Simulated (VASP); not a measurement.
Given:

```yaml
crystal:
  lattice:
    - [-1.88838, 1.88838, 4.76582]
    - [1.88838, -1.88838, 4.76582]
    - [1.88838, 1.88838, -4.76582]
  atoms:
    - { symbol: Ti, position: [0.75000, 0.25000, 0.50000] }
    - { symbol: Ti, position: [0.00000, 0.00000, 0.00000] }
    - { symbol: O, position: [0.54195, 0.04195, 0.50000] }
    - { symbol: O, position: [0.79195, 0.79195, 0.00000] }
    - { symbol: O, position: [0.20805, 0.20805, 0.00000] }
    - { symbol: O, position: [0.95805, 0.45805, 0.50000] }
```

Method: PBEsol GGA, VASP's PBE PAW potentials (set 64) (plane waves; VASP). Run with 520 eV cut-off, 11×11×11 Γ-centred mesh, Gaussian smearing of 0.010 eV, potentials Ti_sv O.

**Question.** What does the run give for the energy per atom (σ→0)?

**Answer.** 
| Property | Result |
|---|---|
| energy per atom (σ→0) | -9.370 eV/atom |

Only differences to runs with the same potentials and settings are physical.

The compound is TiO2 in the anatase structure, one of several forms; rutile is the usual stable one. It was relaxed first.
